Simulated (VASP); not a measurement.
These are PBE GGA with spin-orbit coupling, VASP's PBE PAW potentials (set 64) (plane waves; VASP 6.6.1) values and carry that method's errors.

VASP input:

POSCAR:
```
PtAl2
1
    0.0000000000     2.9000370000     2.9000370000
    2.9000370000     0.0000000000     2.9000370000
    2.9000370000     2.9000370000     0.0000000000
Al Pt
2 1
Direct
  0.2500000000   0.2500000000   0.2500000000
  0.7500000000   0.7500000000   0.7500000000
  0.0000000000   0.0000000000   0.0000000000
```

### INCAR
```
SYSTEM  =  PtAl2
PREC  =  Accurate; ENCUT  =  300; LREAL  =  F
LASPH  =  T
EDIFF  =  1E-6; NELM  =  100; ALGO  =  Normal
LMAXMIX  =  6
ISMEAR  =  -1; SIGMA  =  0.1
GGA  =  PE; GGA_COMPAT  =  F
MAGMOM  =  9*0.0; LSORBIT  =  T; LNONCOLLINEAR  =  T
ISIF  =  2
LWAVE  =  F; LCHARG  =  F; LORBIT  =  11
```

**KPOINTS**
```
Regular mesh
0
Gamma
  13 13 13
```

POTCAR, in this order: Al Pt (PBE.64 set). Program: vasp_ncl.

Output of the run:

OUTCAR:
```
 ion  position               nearest neighbor table
   1  0.250  0.250  0.250-   3 2.51   3 2.51   3 2.51   3 2.51   2 2.90   2 2.90   2 2.90   2 2.90
                             2 2.90   2 2.90
   2  0.750  0.750  0.750-   3 2.51   3 2.51   3 2.51   3 2.51   1 2.90   1 2.90   1 2.90   1 2.90
                             1 2.90   1 2.90
   3  0.000  0.000  0.000-   2 2.51   2 2.51   2 2.51   1 2.51   1 2.51   1 2.51   2 2.51   1 2.51
  LATTYP: Found a face centered cubic cell.
 ALAT       =     5.8000740000
 Subroutine PRICEL returns:
 Original cell was already a primitive cell.
 Subroutine GETGRP returns: Found 48 space group operations
The static configuration has the point symmetry O_h .
The dynamic configuration has the point symmetry O_h .
The overall configuration has the point symmetry O_h .
 Subroutine INISYM returns: Found 48 space group operations
 Subroutine IBZKPT returns following result:
 Found     84 irreducible k-points:

 Following reciprocal coordinates:
            Coordinates               Weight
  0.000000  0.000000  0.000000      1.000000
  0.076923  0.000000  0.000000      8.000000
  0.153846  0.000000  0.000000      8.000000
  0.230769  0.000000  0.000000      8.000000
  0.307692  0.000000  0.000000      8.000000
  0.384615  0.000000  0.000000      8.000000
  0.461538  0.000000  0.000000      8.000000
  0.076923  0.076923  0.000000      6.000000
  0.153846  0.076923  0.000000     24.000000
  0.230769  0.076923  0.000000     24.000000
  0.307692  0.076923  0.000000     24.000000
  0.384615  0.076923  0.000000     24.000000
  0.461538  0.076923  0.000000     24.000000
 -0.461538  0.076923  0.000000     24.000000
 -0.384615  0.076923  0.000000     24.000000
 -0.307692  0.076923  0.000000     24.000000
 -0.230769  0.076923  0.000000     24.000000
 -0.153846  0.076923  0.000000     24.000000
 -0.076923  0.076923  0.000000     12.000000
  0.153846  0.153846  0.000000      6.000000
  0.230769  0.153846  0.000000     24.000000
  0.307692  0.153846  0.000000     24.000000
  0.384615  0.153846  0.000000     24.000000
  0.461538  0.153846  0.000000     24.000000
 -0.461538  0.153846  0.000000     24.000000
 -0.384615  0.153846  0.000000     24.000000
 -0.307692  0.153846  0.000000     24.000000
 -0.230769  0.153846  0.000000     24.000000
 -0.153846  0.153846  0.000000     12.000000
  0.230769  0.230769  0.000000      6.000000
  0.307692  0.230769  0.000000     24.000000
  0.384615  0.230769  0.000000     24.000000
  0.461538  0.230769  0.000000     24.000000
 -0.461538  0.230769  0.000000     24.000000
 -0.384615  0.230769  0.000000     24.000000
 -0.307692  0.230769  0.000000     24.000000
 -0.230769  0.230769  0.000000     12.000000
  0.307692  0.307692  0.000000      6.000000
  0.384615  0.307692  0.000000     24.000000
  0.461538  0.307692  0.000000     24.000000
   k-points           NKPTS =     84   k-points in BZ     NKDIM =     84   number of bands    NBANDS=     24
   number of dos      NEDOS =    301   number of ions     NIONS =      3
   total plane-waves  NPLWV =  13824
   dimension x,y,z NGX =    24 NGY =   24 NGZ =   24
   dimension x,y,z NGXF=    48 NGYF=   48 NGZF=   48
   ions per type =               2   1
   PREC   = accura    normal or accurate (medium, high low for compatibility)
   ISTART =      0    job   : 0-new  1-cont  2-samecut
   ICHARG =      2    charge: 1-file 2-atom 10-const
   ISPIN  =      1    spin polarized calculation?
   LNONCOLLINEAR =      T non collinear calculations
   LSORBIT =      T    spin-orbit coupling
   INIWAV =      1    electr: 0-lowe 1-rand  2-diag
   ENCUT  =  300.0 eV  22.05 Ry    4.70 a.u.   5.79  5.79  5.79*2*pi/ulx,y,z
   NELM   =    100;   NELMIN=  2; NELMDL= -5     # of ELM steps
...
```

File OSZICAR:
```
       N       E                     dE             d eps       ncg     rms          rms(c)
DAV:   1     0.362643232697E+02    0.36264E+02   -0.48120E+03  4184   0.726E+02
DAV:   2    -0.157602149502E+02   -0.52025E+02   -0.47641E+02  4896   0.163E+02
DAV:   3    -0.171043176664E+02   -0.13441E+01   -0.13334E+01  5264   0.257E+01
DAV:   4    -0.171149467735E+02   -0.10629E-01   -0.10627E-01  4824   0.267E+00
DAV:   5    -0.171151168214E+02   -0.17005E-03   -0.17004E-03  5184   0.340E-01    0.104E+01
DAV:   6    -0.166132560006E+02    0.50186E+00   -0.23274E+00  4800   0.160E+01    0.374E+00
DAV:   7    -0.165358635150E+02    0.77392E-01   -0.17358E-01  4536   0.431E+00    0.269E+00
DAV:   8    -0.165099804431E+02    0.25883E-01   -0.13155E-02  4904   0.106E+00    0.125E+00
DAV:   9    -0.165042459610E+02    0.57345E-02   -0.63087E-03  4632   0.888E-01    0.209E-01
DAV:  10    -0.165044302043E+02   -0.18424E-03   -0.32176E-04  4808   0.156E-01    0.104E-01
DAV:  11    -0.165044788953E+02   -0.48691E-04   -0.91498E-05  4472   0.822E-02    0.152E-02
DAV:  12    -0.165044796436E+02   -0.74838E-06   -0.15489E-06  4960   0.114E-02
   1 F= -.16504480E+02 E0= -.16485788E+02  d E =-.373840E-01  mag=     0.0000    -0.0000    -0.0000
```

### OUTCAR
```
------------------------ aborting loop because EDIFF is reached ----------------------------------------
  FORCE on cell =-STRESS in cart. coord.  units (eV):
  Direction    XX          YY          ZZ          XY          YZ          ZX
  --------------------------------------------------------------------------------------
  Total        3.2358657      3.2358657      3.2358657     -0.0000000      0.0000000      0.0000000
  in kB      106.2821820    106.2821820    106.2821820     -0.0000000      0.0000000      0.0000000
  external PRESSURE =     106.2821820 kB  Pullay stress =       0.0000000 kB
  volume of cell :       48.78
      direct lattice vectors                 reciprocal lattice vectors
     0.000000000  2.900037000  2.900037000    -0.172411593  0.172411593  0.172411593
     2.900037000  0.000000000  2.900037000     0.172411593 -0.172411593  0.172411593
     2.900037000  2.900037000  0.000000000     0.172411593  0.172411593 -0.172411593
 POSITION                                       TOTAL-FORCE (eV/Angst)
 -----------------------------------------------------------------------------------
      1.45002      1.45002      1.45002         0.000000      0.000000      0.000000
      4.35006      4.35006      4.35006        -0.000000     -0.000000     -0.000000
      0.00000      0.00000      0.00000        -0.000000     -0.000000      0.000000
 -----------------------------------------------------------------------------------
    total drift:                               -0.000000      0.000000     -0.000000
  FREE ENERGIE OF THE ION-ELECTRON SYSTEM (eV)
  ---------------------------------------------------
  free  energy   TOTEN  =       -16.5044796436 eV

  energy  without entropy=      -16.4670956522  energy(sigma->0) =      -16.48578765

 total charge

# of ion       s       p       d       tot
------------------------------------------
    1        0.405   0.393   0.000   0.798
    2        0.405   0.393   0.000   0.798
    3        0.865   0.812   8.182   9.858
--------------------------------------------------
tot          1.675   1.599   8.182  11.455

 magnetization (x)

# of ion       s       p       d       tot
------------------------------------------
    1       -0.000  -0.000   0.000  -0.000
    2        0.000   0.000   0.000   0.000
    3        0.000  -0.000   0.000  -0.000
--------------------------------------------------
tot          0.000  -0.000   0.000  -0.000

 magnetization (y)

# of ion       s       p       d       tot
------------------------------------------
    1       -0.000   0.000   0.000  -0.000
    2        0.000   0.000   0.000   0.000
    3       -0.000  -0.000   0.000  -0.000
--------------------------------------------------
tot         -0.000   0.000   0.000   0.000

 magnetization (z)

# of ion       s       p       d       tot
------------------------------------------
    1        0.000   0.000   0.000   0.000
    2        0.000   0.000   0.000   0.000
    3       -0.000   0.000   0.000   0.000
--------------------------------------------------
tot          0.000   0.000   0.000   0.000

 Ion:    1  E_soc:     -0.0005379

 Ion:    2  E_soc:     -0.0005379

 Ion:    3  E_soc:     -0.7236299
```
(Selected blocks of OUTCAR.)

File OUTCAR:
```
 val. band max:        8.5237186275   @ k =   0.4615   0.2308   0.0000

 cond. band min:       8.5893564726   @ k =   0.3077   0.3077   0.0000


 Fermi energy:         8.5852257155

 k-point     1 :       0.0000    0.0000    0.0000
  band No.  band energies     occupation
      1      -2.0494      1.00000
      2      -2.0494      1.00000
      3       2.8771      1.00000
      4       2.8771      1.00000
      5       2.8771      1.00000
      6       2.8771      1.00000
      7       3.5682      1.00000
      8       3.5682      1.00000
      9       4.7671      1.00000
     10       4.7671      1.00000
     11       4.7671      1.00000
     12       4.7671      1.00000
     13      11.4866      0.00000
     14      11.4866      0.00000
     15      11.9842      0.00000
     16      11.9842      0.00000
     17      12.8429      0.00000
     18      12.8429      0.00000
     19      12.8429      0.00000
     20      12.8429      0.00000
     21      14.1875      0.00000
     22      14.1875      0.00000
     23      14.1875      0.00000
     24      14.1875      0.00000

 k-point     2 :       0.0769    0.0000    0.0000
  band No.  band energies     occupation
      1      -1.9643      1.00000
      2      -1.9643      1.00000
      3       2.8644      1.00000
      4       2.8644      1.00000
      5       2.8947      1.00000
      6       2.8947      1.00000
      7       3.5738      1.00000
      8       3.5738      1.00000
      9       4.7403      1.00000
     10       4.7403      1.00000
     11       4.7715      1.00000
     12       4.7715      1.00000
     13      10.9469      0.00000
     14      10.9469      0.00000
     15      11.9481      0.00000
     16      11.9481      0.00000
     17      12.2894      0.00000
     18      12.2894      0.00000
     19      12.5754      0.00000
     20      12.5754      0.00000
     21      14.4924      0.00000
     22      14.4925      0.00000
     23      14.5512      0.00000
     24      14.5516      0.00000
...
```

At this cut-off the stress carries a Pulay error, which pulls relaxed volumes low.

The structure is a typed PtAl2 crystal. The cell was not relaxed at this level. The run is one of a series of settings (GGA_COMPAT = .FALSE., LNONCOLLINEAR = .TRUE., LSORBIT = .TRUE., MAGMOM = 0.0 0.0 0.0 0.0 0.0 0.0 0.0 0.0 0.0, program vasp_ncl against the base run), some of them coarse on purpose.
